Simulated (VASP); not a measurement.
All values below come from PBE GGA, VASP's PBE PAW potentials (set 64) (plane waves; VASP).

The input files of a VASP run:

### KPOINTS
```
Automatic mesh
0
Gamma
3 3 3
0 0 0
```

File POSCAR:
```
TcGe2
1
   -3.2330130000     3.2330130000     2.6013980000
    3.2330130000    -3.2330130000     2.6013980000
    3.2330130000     3.2330130000    -2.6013980000
Ge Tc
4 2
Direct
  0.1580000000   0.6580000000   0.8160000000
  0.3420000000   0.1580000000   0.5000000000
  0.6580000000   0.8420000000   0.5000000000
  0.8420000000   0.3420000000   0.1840000000
  0.7500000000   0.7500000000   0.0000000000
  0.2500000000   0.2500000000   0.0000000000
```

### INCAR
```
SYSTEM = TcGe2
ISMEAR = -1
LMAXMIX = 4
EDIFF = 1E-6   ! SCF stop (eV)
ISIF = 2
LWAVE = F
ENCUT = 300   ! plane-wave cut-off (eV)
NELM = 100   ! most electronic steps
LREAL = F
LASPH = T   ! aspherical one-centre terms
GGA = PE   ! PBE
SIGMA = 0.1
PREC = Accurate
LCHARG = F
ALGO = Normal
```

POTCAR, in this order: Ge_d Tc_pv (PBE.64 set). Program: vasp_std.

At this cut-off the stress carries a Pulay error, which pulls relaxed volumes low.

### Question
Estimate the energy per atom (σ→0), pressure, largest force, band gap (on the k-mesh).

### Answer

- energy per atom (σ→0) = -6.389 eV/atom
- band gap (on the k-mesh) = none (metal, semimetal or under 0.01 eV)
- pressure = -12.48 GPa
- largest force = 0.144 eV/Å

### OSZICAR
```
...
DAV:   8    -0.384031838035E+02    0.19969E+00   -0.68323E-01   620   0.455E+00    0.771E-01
DAV:   9    -0.384039791501E+02   -0.79535E-03   -0.68578E-02   717   0.155E+00    0.459E-01
DAV:  10    -0.384022737624E+02    0.17054E-02   -0.93616E-03   664   0.537E-01    0.618E-02
DAV:  11    -0.384022858395E+02   -0.12077E-04   -0.67481E-04   660   0.186E-01    0.392E-02
DAV:  12    -0.384022875104E+02   -0.16709E-05   -0.95328E-05   718   0.559E-02    0.181E-02
DAV:  13    -0.384022844014E+02    0.31089E-05   -0.15139E-05   728   0.313E-02    0.430E-03
DAV:  14    -0.384022844453E+02   -0.43819E-07   -0.78418E-07   382   0.510E-03
   1 F= -.38402284E+02 E0= -.38332764E+02  d E =-.139042E+00
```

The structure was generated: TcGe2 was put into an ordered model structure, which need not be its known phase. The cell was not relaxed at this level, and its volume differs by -5.9 % from the start's. The k-mesh is coarse (spacing up to 0.52 per Å, 2π included), so the numbers may not be converged in it.
